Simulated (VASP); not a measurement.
Computed with r2SCAN meta-GGA, VASP's PBE PAW potentials (set 64) (plane waves; VASP).

A VASP calculation is set up with these files.

**INCAR**
```
SYSTEM  =  Be
PREC  =  Accurate; ENCUT  =  480; LREAL  =  .False.
LASPH  =  .True.
EDIFF  =  1E-7; NELM  =  100; ALGO  =  Normal
LMIXTAU  =  .True.
ISMEAR  =  1; SIGMA  =  0.1
METAGGA  =  R2SCAN
ISIF  =  2
LWAVE  =  .False.; LCHARG  =  .False.
```

POSCAR:
```
Be
1
    1.1329041964    -1.9622474592     0.0028322605
    1.1329041964     1.9622474592     0.0028322605
    0.0089031566     0.0000000000     3.5612626566
Be
2
Direct
  0.3333330000   0.6666670000   0.2500000000
  0.6666670000   0.3333330000   0.7500000000
```

File KPOINTS:
```
kpoints
0
gamma
 18 18 10
```

POTCAR, in this order: Be (PBE.64 set). Program: vasp_std.

**Question.** What will the output report for the number of irreducible k-points (NKPTS), number of bands (NBANDS), largest plane-wave count, number of space-group operations, FFT grid (NGX, NGY, NGZ)?

**Answer.** 
```yaml
number of irreducible k-points (NKPTS): 866
number of bands (NBANDS): 6
largest_plane_wave_count: 387
number_of_space_group_operations: 4
FFT grid (NGX, NGY, NGZ): 16 × 16 × 28
```

The compound is Be in the hcp structure. This cell was strained or had an atom moved on purpose.
